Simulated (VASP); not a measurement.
Level of theory: PBE GGA, VASP's PBE PAW potentials (set 64) (plane waves; VASP).

A VASP calculation is set up with these files.

File KPOINTS:
```
Automatic mesh
0
Gamma
1 1 1
0 0 0
```

INCAR:
```
! general
SYSTEM  = MgC62
PREC    = Normal
ENCUT   = 400   ! plane-wave cut-off (eV)
LREAL   = Auto   ! projection in real space or not
LASPH   = .TRUE.
ISYM    = 0
NELECT  = 251.0

! electronic loop
EDIFF   = 1E-5   ! SCF stop (eV)
NELM    = 100
NELMIN  = 4
ALGO    = Fast

! smearing
ISMEAR  = 0
SIGMA   = 0.05

! functional
GGA     = PE

! spin
ISPIN   = 2   ! spin-polarised
MAGMOM  = 63*0.0159
NUPDOWN = 1

! ions
IBRION  = 2   ! conjugate gradients
NSW     = 70   ! most ionic steps
ISIF    = 2   ! forces and stress, cell fixed
EDIFFG  = -0.03

! output
LWAVE   = .TRUE.
LCHARG  = .FALSE.
LORBIT  = 10
```

**POSCAR**
```
MgC62
1
    7.1465551589    -0.0000000000    -0.0000000000
   -0.0000000000     7.1465551589     0.0000000000
    0.0000000000     0.0000000000     7.1465551589
C Mg
62 1
Direct
  0.5000000000   0.0000000000   0.0000000000
  0.6254730000   0.1181960000   0.1308700000
  0.7556170000   0.2434600000   0.0064050000
  0.8699150000   0.3719700000   0.1264870000
  0.7562270000   0.0049440000   0.2430230000
  0.8752980000   0.1257290000   0.3747950000
  0.0000000000   0.0000000000   0.0000000000
  0.1250000000   0.1250000000   0.1250000000
  0.2500000000   0.2500000000   0.0000000000
  0.3794320000   0.3720510000   0.1282680000
  0.5028400000   0.4975830000  -0.0023180000
  0.6317010000   0.6267460000   0.1313120000
  0.7500000000   0.7500000000   0.0000000000
  0.8750000000   0.8750000000   0.1250000000
  0.2500000000   0.0000000000   0.2500000000
  0.3739350000   0.1244830000   0.3732300000
  0.4995170000   0.2434840000   0.2441730000
  0.7532590000   0.5019090000   0.2433830000
  0.8721990000   0.6210870000   0.3687630000
  0.5003260000  -0.0011720000   0.4936670000
  0.6260150000   0.1292550000   0.6195840000
  0.7468760000   0.2519860000   0.4998980000
  0.8750920000   0.3744590000   0.6305330000
  0.7500000000   0.0000000000   0.7500000000
  0.8750000000   0.1250000000   0.8750000000
  0.0000000000   0.5000000000   0.0000000000
  0.1250000000   0.6250000000   0.1250000000
  0.2500000000   0.7500000000   0.0000000000
  0.3750000000   0.8750000000   0.1250000000
  0.0000000000   0.2500000000   0.2500000000
  0.1250000000   0.3750000000   0.3750000000
  0.2550070000   0.5026480000   0.2430370000
  0.3806080000   0.6308850000   0.3680740000
  0.5020030000   0.7483910000   0.2513420000
  0.6250000000   0.8750000000   0.3750000000
  0.0000000000   0.0000000000   0.5000000000
  0.1250000000   0.1250000000   0.6250000000
  0.2486380000   0.2553990000   0.4958250000
  0.3738650000   0.3770740000   0.6251630000
  0.6206790000   0.6236350000   0.6290210000
  0.7465490000   0.7445260000   0.5060370000
  0.8750000000   0.8750000000   0.6250000000
  0.2500000000   0.0000000000   0.7500000000
  0.3750000000   0.1250000000   0.8750000000
  0.4931030000   0.2431380000   0.7513660000
  0.6250000000   0.3750000000   0.8750000000
  0.7552370000   0.5057860000   0.7453730000
  0.8750000000   0.6250000000   0.8750000000
  0.0000000000   0.7500000000   0.2500000000
  0.1250000000   0.8750000000   0.3750000000
  0.0000000000   0.5000000000   0.5000000000
  0.1250000000   0.6250000000   0.6250000000
  0.2500000000   0.7500000000   0.5000000000
  0.3750000000   0.8750000000   0.6250000000
  0.0000000000   0.2500000000   0.7500000000
  0.1250000000   0.3750000000   0.8750000000
  0.2500000000   0.5000000000   0.7500000000
  0.3750000000   0.6250000000   0.8750000000
  0.5000000000   0.7500000000   0.7500000000
  0.6250000000   0.8750000000   0.8750000000
  0.0000000000   0.7500000000   0.7500000000
  0.1250000000   0.8750000000   0.8750000000
  0.4976710000   0.5039030000   0.4948900000
```

POTCAR, in this order: C Mg (PBE.64 set). Program: vasp_gam.

**Question.** What will the output report for the number of irreducible k-points (NKPTS), largest plane-wave count, FFT grid (NGX, NGY, NGZ)?

**Answer.** 
The number of irreducible k-points (NKPTS) is 1. The largest plane-wave count is 3310 and the FFT grid (NGX, NGY, NGZ) comes out as 36 × 36 × 36.

The cell is a supercell with a defect, built from C (diamond): Mg_C-vac_C, charge -1.
